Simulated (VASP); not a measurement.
Crystal: MnCrSb.

```
Sb Mn Cr
1.0
     4.54508    0.00000    0.00000
    -2.27254    3.93616    0.00000
     0.00000    0.00000    5.53827
Sb Mn Cr
2 2 2
Cartesian
  0.0000 2.6241 1.3846
  2.2725 1.3121 4.1537
  0.0000 0.0000 2.7691
  0.0000 0.0000 0.0000
  0.0000 2.6241 4.1537
  2.2725 1.3121 1.3846
```

The cell comes from a database or a generator and needn't be the stable form of this composition.

```yaml
Program: VASP 6.6.1
Task: single point
Functional: PBE
Potentials_or_basis: VASP PAW PBE potentials, release 64 (Sb, Mn_pv, Cr_pv)
Cutoff: 520 eV
k_mesh: 7 × 7 × 5
Occupations: fermi-dirac, width 0.05 eV
Spin: collinear spin, ferromagnetic start
Starting_moments: "[0.0, 0.0, 4.0, 4.0, 3.0, 3.0] μB"
```

On this cell: pressure -1.1 GPa; largest force under 0.003 eV/Å; net moment 11.72 μB per cell; site moments Sb -0.09; Mn +3.12; Cr +2.59 μB; band gap on the k mesh none (metal or under the smearing width).

The same run follows on a disturbed copy (atoms moved at random, drawn with an rms of 0.05 Å):

```
Sb Mn Cr
1.0
     4.54508    0.00000    0.00000
    -2.27254    3.93616    0.00000
     0.00000    0.00000    5.53827
Sb Mn Cr
2 2 2
Direct
  0.32931 0.67189 0.24904
  0.65714 0.32681 0.74606
  0.00780 0.01018 0.50902
  0.00671 0.99242 0.99534
  0.30901 0.66039 0.75219
  0.66082 0.31727 0.25783
```

**Question.** What does the disturbed cell give?

**Answer.** The energy (extrapolated to zero smearing) moves by +14.9 meV/atom; pressure -0.7 GPa; largest force 0.791 eV/Å; net moment 11.64 μB per cell; site moments Sb -0.09; Mn +3.06, +3.12; Cr +2.55, +2.59 μB; band gap on the k mesh none (metal or under the smearing width).

Forces on the atoms (eV/Å):
```
Sb   0.341 -0.712  0.045
Sb  -0.379  0.090  0.290
Mn  -0.100 -0.156 -0.308
Mn  -0.226  0.077  0.337
Cr   0.547  0.022 -0.066
Cr  -0.183  0.680 -0.299
```

Stress tensor (GPa, compression positive):
```
-1.63  1.23  0.02
 1.23  0.68  0.09
 0.02  0.09 -1.03
```

Caveats: only a ferromagnetic start was run, and an antiferromagnetic order may lie lower in energy.
